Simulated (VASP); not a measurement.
# Mg2CdO3 (Cmc2_1) in VASP: phonons with PBE

Aim: the phonons of Mg2CdO3 with PBE.

Everything below comes from runs of VASP 6.6.1. Logs are shortened: lines on timing, memory, paths and dates and some standing lists are left out, and cuts for length are marked.

## 1. The structure

It takes space group Cmc2_1 (No. 36, orthorhombic). Conventional cell: a = 10.281 Å, b = 5.914 Å, c = 5.351 Å, α = 90.00°, β = 90.00°, γ = 90.00°. Around Mg (site symmetry 1) lie 4 O at 1.99 to 2.00 Å. Cd (site symmetry m) is surrounded by 4 O at 2.23 to 2.28 Å. O (site symmetry 1) has 3 Mg at 1.99 to 2.00 Å and 1 Cd at 2.23 Å as nearest neighbours. O (site symmetry m) has 2 Mg at 1.99 Å and 2 Cd at 2.24 to 2.28 Å as nearest neighbours.

The cell was built by a generator and needn't be a form met in nature.

## 2. Phonons, PBE

Contents of POSCAR:

```
Mg2CdO3
1.0
    5.1406100000     -2.9572300000      0.0000000000
    5.1406100000      2.9572300000      0.0000000000
    0.0000000000      0.0000000000      5.3512300000
Mg Cd O
4 2 6
Direct
    0.8345410000      0.5066930000      0.0023540000
    0.1654590000      0.4933070000      0.5023540000
    0.5066930000      0.8345410000      0.5023540000
    0.4933070000      0.1654590000      0.0023540000
    0.1758390000      0.8241610000      0.9911660000
    0.8241610000      0.1758390000      0.4911660000
    0.5321230000      0.8334830000      0.8742560000
    0.1665170000      0.4678770000      0.8742560000
    0.1968350000      0.8031650000      0.4174100000
    0.8334830000      0.5321230000      0.3742560000
    0.4678770000      0.1665170000      0.3742560000
    0.8031650000      0.1968350000      0.9174100000
```

Contents of INCAR.step1:

```
SYSTEM = Mg2CdO3
PREC     = Accurate       ! precision mode
ENCUT    = 520            ! plane-wave cutoff, eV
EDIFF    = 1E-8           ! SCF threshold, eV
ISMEAR   = 0              ! smearing method
SIGMA    = 0.03           ! smearing width, eV
LREAL    = .False.        ! projectors in reciprocal space
LASPH    = .True.         ! aspherical terms in the spheres
NELM     = 60             ! most SCF steps
ALGO     = Normal         ! electronic algorithm
ISIF     = 3              ! what is computed and relaxed
LWAVE    = .False.        ! write WAVECAR
LCHARG   = .False.        ! write CHGCAR
GGA      = PE             ! functional
KPAR     = 8            
IBRION   = 2              ! ionic algorithm
NSW      = 40             ! ionic steps
EDIFFG   = -0.002         ! ionic threshold
```

Contents of INCAR.step2:

```
SYSTEM = Mg2CdO3
PREC     = Accurate       ! precision mode
ENCUT    = 520            ! plane-wave cutoff, eV
EDIFF    = 1E-8           ! SCF threshold, eV
ISMEAR   = 0              ! smearing method
SIGMA    = 0.03           ! smearing width, eV
LREAL    = .False.        ! projectors in reciprocal space
LASPH    = .True.         ! aspherical terms in the spheres
NELM     = 60             ! most SCF steps
ALGO     = Normal         ! electronic algorithm
ISIF     = 2              ! what is computed and relaxed
LWAVE    = .False.        ! write WAVECAR
LCHARG   = .False.        ! write CHGCAR
GGA      = PE             ! functional
KPAR     = 8            
IBRION   = 6              ! ionic algorithm
NFREE    = 2            
POTIM    = 0.015          ! step
NSW      = 1              ! ionic steps
```

Contents of KPOINTS:

```
regular mesh
0
Gamma
  5 5 5
  0 0 0
```

Potentials or basis: VASP PAW PBE potentials, release 64 (Mg, Cd, O).

The run is started by

```
$ cat potpaw_PBE.64/Mg/POTCAR potpaw_PBE.64/Cd/POTCAR potpaw_PBE.64/O/POTCAR > POTCAR
$ cp INCAR.step1 INCAR
$ mpirun -np 8 vasp_std > vasp.out
$ cp CONTCAR POSCAR
$ cp INCAR.step2 INCAR
$ mpirun -np 8 vasp_std > vasp.out
```

OUTCAR:

```text
SYSTEM = Mg2CdO3
   PREC = Accurate
   ENCUT = 520
   EDIFF = 1E-8
   ISMEAR = 0
   LREAL = .False.
   LASPH = .True.
   NELM = 60
   ISIF = 2
   GGA = PE
   IBRION = 6
   NFREE = 2
   POTIM = 0.015
   NSW = 1

 ion  position               nearest neighbor table
   1  0.835  0.507  0.002-   8 1.99   7 1.99  12 1.99  10 2.00   6 3.29   2 3.30   2 3.30   3 3.31
                             3 3.31   4 3.38   4 3.38   5 3.38   6 3.39   5 3.39   5 3.50   4 3.51
   2  0.165  0.493  0.502-  10 1.99  11 1.99   9 1.99   8 2.00   5 3.29   1 3.30   1 3.30   4 3.31
                             4 3.31   3 3.38   3 3.38   6 3.38   5 3.39   6 3.39   6 3.50   3 3.51
   3  0.507  0.835  0.502-  11 1.99  10 1.99   9 1.99   7 2.00   5 3.29   4 3.30   4 3.30   1 3.31
                             1 3.31   2 3.38   2 3.38   6 3.38   5 3.39   6 3.39   6 3.50   2 3.51
   4  0.493  0.165  0.002-   7 1.99   8 1.99  12 1.99  11 2.00   6 3.29   3 3.30   3 3.30   2 3.31
                             2 3.31   1 3.38   1 3.38   5 3.38   6 3.39   5 3.39   5 3.50   1 3.51
   5  0.176  0.824  0.991-   7 2.23   8 2.23  12 2.24   9 2.28   2 3.29   3 3.29   1 3.38   4 3.38
                             3 3.39   2 3.39   4 3.39   1 3.39   6 3.39   6 3.39   1 3.50   4 3.50
   6  0.824  0.176  0.491-  10 2.23  11 2.23   9 2.24  12 2.28   1 3.29   4 3.29   3 3.38   2 3.38
                             4 3.39   1 3.39   2 3.39   3 3.39   5 3.39   5 3.39   2 3.50   3 3.50
   7  0.532  0.833  0.874-   4 1.99   1 1.99   3 2.00   5 2.23
   8  0.167  0.468  0.874-   1 1.99   4 1.99   2 2.00   5 2.23
   9  0.197  0.803  0.417-   2 1.99   3 1.99   6 2.24   5 2.28
  10  0.833  0.532  0.374-   2 1.99   3 1.99   1 2.00   6 2.23
  11  0.468  0.167  0.374-   3 1.99   2 1.99   4 2.00   6 2.23
  12  0.803  0.197  0.917-   1 1.99   4 1.99   5 2.24   6 2.28

  LATTYP: Found a base centered orthorhombic cell.
 ALAT       =     5.9129198904
 B/A-ratio  =     1.7384191089
 C/A-ratio  =     0.9053835810

  Lattice vectors:

 A1 = (  -5.1395664635,  -2.9564599452,   0.0000000000)
 A2 = (   5.1395664635,  -2.9564599452,   0.0000000000)
 A3 = (   0.0000000000,   0.0000000000,   5.3534605843)

Analysis of symmetry for initial positions (statically):
=====================================================================
 Subroutine PRICEL returns:
 Original cell was already a primitive cell.

 Routine SETGRP: Setting up the symmetry group for a
 base centered orthorhombic supercell.

 Subroutine GETGRP returns: Found  4 space group operations
 (whereof  2 operations were pure point group operations)
 out of a pool of  8 trial point group operations.

The static configuration has the point symmetry C_1h.
 The point group associated with its full space group is C_2v.

Analysis of symmetry for dynamics (positions and initial velocities):
=====================================================================
 Subroutine PRICEL returns:
 Original cell was already a primitive cell.

 Routine SETGRP: Setting up the symmetry group for a
 base centered orthorhombic supercell.

 Subroutine GETGRP returns: Found  4 space group operations
 (whereof  2 operations were pure point group operations)
 out of a pool of  8 trial point group operations.

The dynamic configuration has the point symmetry C_1h.
 The point group associated with its full space group is C_2v.

 Subroutine INISYM returns: Found  4 space group operations
 (whereof  2 operations are pure point group operations),
 and found     1 'primitive' translations

----------------------------------------------------------------------------------------

                                     Primitive cell

  volume of cell :     162.6908

[... 122 lines left out ...]
   EFERMI =   0.00;   METHOD = LEGACY
   ISMEAR =     0;   SIGMA  =   0.03  broadening in eV -4-tet -1-fermi 0-gaus
   EFERMI_NEDOS =   21; number of points for ismear=-14 and -15
   IALGO  =     38    algorithm
   IMIX   =      4    mixing-type and parameters
     AMIX     =   0.40;   BMIX     =  1.00
     AMIX_MAG =   1.60;   BMIX_MAG =  1.00
  volume/ion in A,a.u.               =      13.56        91.49
  Fermi-wavevector in a.u.,A,eV,Ry     =   1.224024  2.313071 20.384737  1.498236
  Thomas-Fermi vector in A             =   2.359114
   LORBIT       =      0    0 simple, 1 ext, 2 COOP (PROOUT), +10 PAW based schemes
   GGA     = PE    functional components
   LHFCALC =     F    Hartree Fock is set to
   AEXX    =    0.0000 exact exchange contribution
   IVDW    =     0    specifies the selected vdW correction
   LEPSILON=     F    determine dielectric tensor
   LRPA    =     F    only Hartree local field effects (RPA)
 finite differences with symmetry
 non-spin polarized calculation
 Gauss-broadening in eV      SIGMA  =   0.03
  energy-cutoff  :      520.00
  volume of cell :      162.69
 maximum number of plane-waves:      4395
 NGX is ok and might be reduce to    48
   NGX = 23   NGY = 23   NGZ = 19

--------------------------------------- Ionic step        1  -------------------------------------------

 number of electron      67.9999998 magnetization

 Free energy of the ion-electron system (eV)
  ---------------------------------------------------
  ext. energy  EPLUGINS =         0.00000000
  ---------------------------------------------------
  free energy    TOTEN  =       -62.57351669 eV

  energy without entropy =      -62.57351669  energy(sigma->0) =      -62.57351669

------------------------ aborting loop because EDIFF is reached ----------------------------------------

  FORCE on cell =-STRESS in cart. coord.  units (eV):
  Direction    XX          YY          ZZ          XY          YZ          ZX
  --------------------------------------------------------------------------------------
  -------------------------------------------------------------------------------------
  Total        0.0031345      0.0054663      0.0043132      0.0000000      0.0000000      0.0000000
  in kB        0.0308685      0.0538317      0.0424765      0.0000000      0.0000000      0.0000000
  external PRESSURE =       0.0423922 kB  Pullay stress =       0.0000000 kB
[... 119 lines left out ...]
  FREE ENERGIE OF THE ION-ELECTRON SYSTEM (eV)
  ---------------------------------------------------
  free  energy   TOTEN  =       -62.5721896054 eV

  energy  without entropy=      -62.5721896054  energy(sigma->0) =      -62.57218961

[... ionic steps 4 to 22 ...]

--------------------------------------- Ionic step       23  -------------------------------------------

 number of electron      67.9999998 magnetization

------------------------ aborting loop because EDIFF is reached ----------------------------------------
[... 87 lines left out ...]
--------------------------------------- Ionic step       25  -------------------------------------------

 number of electron      67.9999996 magnetization

 Free energy of the ion-electron system (eV)
  ---------------------------------------------------
  ext. energy  EPLUGINS =         0.00000000
  ---------------------------------------------------
  free energy    TOTEN  =       -62.57272642 eV

  energy without entropy =      -62.57272642  energy(sigma->0) =      -62.57272642

 E-fermi :   0.6208     XC(G=0):  -9.8500

 val. band max:        0.4780951409   @ k =  -0.2000   0.0000   0.4000
 cond. band min:       2.3605017318   @ k =   0.0000   0.0000   0.0000
 fundamental gap:      1.8824065909
 Fermi energy:         0.6208147376

 k-point     1 :       0.0000    0.0000    0.0000
  band No.  band energies     occupation
      1     -15.6378      2.00000
      2     -15.1412      2.00000
      3     -15.0450      2.00000
      4     -15.0079      2.00000
      5     -14.9991      2.00000
      6     -14.9990      2.00000
[... 1045 lines left out ...]
     40       7.4228      0.00000
     41       9.4927      0.00000

 [... further k-points ...]
[... 5 lines left out ...]
  --------------------------------------------------------------------------------------
  -------------------------------------------------------------------------------------
  Total       -0.0437918     -0.0115090      0.1159610      0.0000000      0.0084177      0.0000000
  in kB       -0.4312608     -0.1133406      1.1419826      0.0000000      0.0828978      0.0000000
  external PRESSURE =       0.1991271 kB  Pullay stress =       0.0000000 kB
[... 27 lines left out ...]
  FREE ENERGIE OF THE ION-ELECTRON SYSTEM (eV)
  ---------------------------------------------------
  free  energy   TOTEN  =       -62.5727264221 eV

  energy  without entropy=      -62.5727264221  energy(sigma->0) =      -62.57272642

 INTERNAL STRAIN TENSORS FROM DISPLACED ATOMS
 ============================================

 INTERNAL STRAIN TENSOR FOR ION    1 for displacements in x,y,z  (eV/Angst):
          X           Y           Z          XY          YZ          ZX
  --------------------------------------------------------------------------------
  x    -1.27764     1.15208     0.10715    -6.44507     0.76469    -3.45754
  y    -6.29106     6.27504     0.16751     0.83800    -4.46795     0.20499
  z    -3.60582    -4.82368     9.40326     0.90490     0.34945     0.86390
[... 8 lines left out ...]
 INTERNAL STRAIN TENSOR FOR ION   12 for displacements in x,y,z  (eV/Angst):
          X           Y           Z          XY          YZ          ZX
  --------------------------------------------------------------------------------
  x     0.00000     0.00000     0.00000     7.79190     0.00000     3.94747
  y     6.84778    -8.08404    -1.30901     0.00000     2.24068     0.00000
  z     3.20086     1.17983    -7.07751     0.00000     0.59111     0.00000

 Eigenvectors and eigenvalues of the dynamical matrix
   1 f  =   16.007837 THz   100.580205 2PiTHz  533.963962 cm-1    66.203064 meV
   2 f  =   15.803424 THz    99.295840 2PiTHz  527.145474 cm-1    65.357680 meV
   3 f  =   15.782194 THz    99.162446 2PiTHz  526.437310 cm-1    65.269879 meV
   4 f  =   15.666951 THz    98.438358 2PiTHz  522.593244 cm-1    64.793275 meV
   5 f  =   15.632936 THz    98.224635 2PiTHz  521.458623 cm-1    64.652600 meV
   6 f  =   15.617165 THz    98.125542 2PiTHz  520.932555 cm-1    64.587376 meV
[... 25 lines left out ...]
  32 f  =    2.834581 THz    17.810196 2PiTHz   94.551438 cm-1    11.722879 meV
  33 f  =    2.773069 THz    17.423705 2PiTHz   92.499616 cm-1    11.468486 meV
  34 f/i=    0.001704 THz     0.010705 2PiTHz    0.056832 cm-1     0.007046 meV
  35 f/i=    0.001801 THz     0.011318 2PiTHz    0.060083 cm-1     0.007449 meV
  36 f/i=    0.008808 THz     0.055342 2PiTHz    0.293799 cm-1     0.036426 meV

 ELASTIC MODULI CONTR FROM IONIC RELAXATION (kBar)
 Direction    XX          YY          ZZ          XY          YZ          ZX
 --------------------------------------------------------------------------------
 XX        -555.9202    236.7572    329.3289     -0.0000     -0.0000     -0.0000
 YY         236.7572   -537.7889    309.8854     -0.0000      0.0000      0.0000
 ZZ         329.3289    309.8854   -743.4913      0.0000      0.0000      0.0000
 XY          -0.0000     -0.0000      0.0000   -393.1405     -0.0000      0.0000
 YZ           0.0000     -0.0000      0.0000     -0.0000   -124.4220      0.0000
 ZX          -0.0000      0.0000      0.0000      0.0000     -0.0000   -118.4297
 --------------------------------------------------------------------------------
```

Run time: 28 min. Hardware: 8 MPI ranks of Intel Xeon Platinum 8488C (Sapphire Rapids), shared host; peak memory 0.8 GiB.

What came out:

```yaml
Highest_phonon_frequency_at_Γ_LO-TO_splitting_left_out: 534 cm⁻¹
```

Phonon frequencies in cm⁻¹ (negative: imaginary):
| q point | frequencies |
| --- | --- |
| (0.000, 0.000, 0.000) | 0 0 0 92 95 112 141 160 193 207 233 266 270 297 319 327 346 354 365 397 405 415 420 430 448 456 488 496 497 513 521 521 523 526 527 534 |
